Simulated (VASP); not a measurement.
A convergence study with VASP on BN (hex): one setting is varied, all else stays as given below, so the limit is that of these other settings.

```xyz
4
Lattice="1.2520 -2.1685 0.0000 1.2520 2.1685 0.0000 0.0000 0.0000 6.6600" Properties=species:S:1:pos:R:3 pbc="T T T"
B      1.2520     0.7228     1.6650
B      1.2520    -0.7228     4.9950
N      1.2520    -0.7228     1.6650
N      1.2520     0.7228     4.9950
```

Level of theory: LDA (Ceperley-Alder, Perdew-Zunger), VASP's LDA PAW potentials (set 64) (plane waves; VASP). The tightest run used: 700 eV cut-off, 19×19×7 Γ-centred mesh, Gaussian smearing of 0.050 eV, potentials B N.

| setting | E (eV/atom) | pressure (GPa) | irreducible k-points |
|---|---|---|---|
| 1×1×1 mesh | -6.5589 | 17.66 | 1 |
| 2×2×1 mesh | -8.8683 | 4.92 | 2 |
| 3×3×1 mesh | -9.5740 | -3.81 | 3 |
| 4×4×1 mesh | -9.6105 | -3.55 | 4 |

Problem. These are the cheaper rows. Estimate the results at 19×19×7 mesh, and how far the last row shown lies from them.

Solution. 
```
quantity        tightest run  last row shown is off by
--------------  ------------  ------------------------
E (eV/atom)          -9.6462                    0.0357
pressure (GPa)         -4.38                      0.83
```

Left out are rungs that failed or repeat a setting and relaxations that didn't move; long series are thinned to 24 rows.

The compound is BN in the hex structure. The cell was not relaxed at this level.
